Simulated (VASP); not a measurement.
Here is the system:

```xyz
2
Lattice="0.0000 3.0053 3.0053 3.0053 0.0000 3.0053 3.0053 3.0053 0.0000" Properties=species:S:1:pos:R:3 pbc="T T T"
In     0.0000     0.0000     0.0000
P      1.5026     1.5026     1.5026
```

The numbers are results of optB88-vdW, VASP's PBE PAW potentials (set 64) (plane waves; VASP), not measurements. Settings: 520 eV cut-off, 8×8×8 Γ-centred mesh, Gaussian smearing of 0.050 eV, potentials In_d P.

Unless said otherwise, spin-orbit coupling is left out, though it shifts the bands of the heavy elements here.

### Question
What does the run give for the energy per atom (σ→0), pressure, band gap (on the k-mesh) with the smallest direct gap where there is one?

### Answer

```json
{
  "band gap (on the k-mesh)": "0.16 eV",
  "smallest direct gap (on the k-mesh)": "0.16 eV",
  "energy per atom (σ→0)": "-1.877 eV/atom",
  "pressure": "-1.66 GPa"
}
```

Total energies compare only between runs with the same potentials, cut-off and functional.

The compound is InP in the zinc blende structure. This cell is one point of a volume scan, at 1.03 of the reference volume.
